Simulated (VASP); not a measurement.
A convergence study with VASP on C (diamond): one setting is varied, all else stays as given below, so the limit is that of these other settings.

```xyz
2
Lattice="0.0000 1.7835 1.7835 1.7835 0.0000 1.7835 1.7835 1.7835 0.0000" Properties=species:S:1:pos:R:3 pbc="T T T"
C      0.0000     0.0000     0.0000
C      0.8918     0.8918     0.8918
```

Level of theory: PBE GGA, VASP's PBE PAW potentials (set 64) (plane waves; VASP 6.6.1). The tightest run used: 700 eV cut-off, 10×10×10 Γ-centred mesh, Gaussian smearing of 0.010 eV, potentials C.

Question: The settings run are ENCUT = 300; ENCUT = 400; ENCUT = 500; ENCUT = 600; ENCUT = 700. From which on does the highest Γ mode stay within 5 cm⁻¹ of the tightest run?

Answer: From ENCUT = 400 on: it is off by 0.7 there and by no more than 5 in any finer run, while ENCUT = 300 is off by 46.4.
| setting | mean ε∞ | highest Γ mode (cm⁻¹) | plane waves | difference judged (cm⁻¹) |
|---|---|---|---|---|
| ENCUT = 300 | 5.83 | 1343.6 | 144 | 46.4 |
| ENCUT = 400 | 5.86 | 1297.9 | 214 | 0.7 |
| ENCUT = 500 | 5.86 | 1298.1 | 302 | 0.9 |
| ENCUT = 600 | 5.86 | 1298.6 | 392 | 1.4 |
| ENCUT = 700 | 5.86 | 1297.2 | 531 | 0.0 |

Left out are rungs that failed or repeat a setting and relaxations that didn't move; long series are thinned to 24 rows.

The compound is C in the diamond structure. The cell was not relaxed at this level.
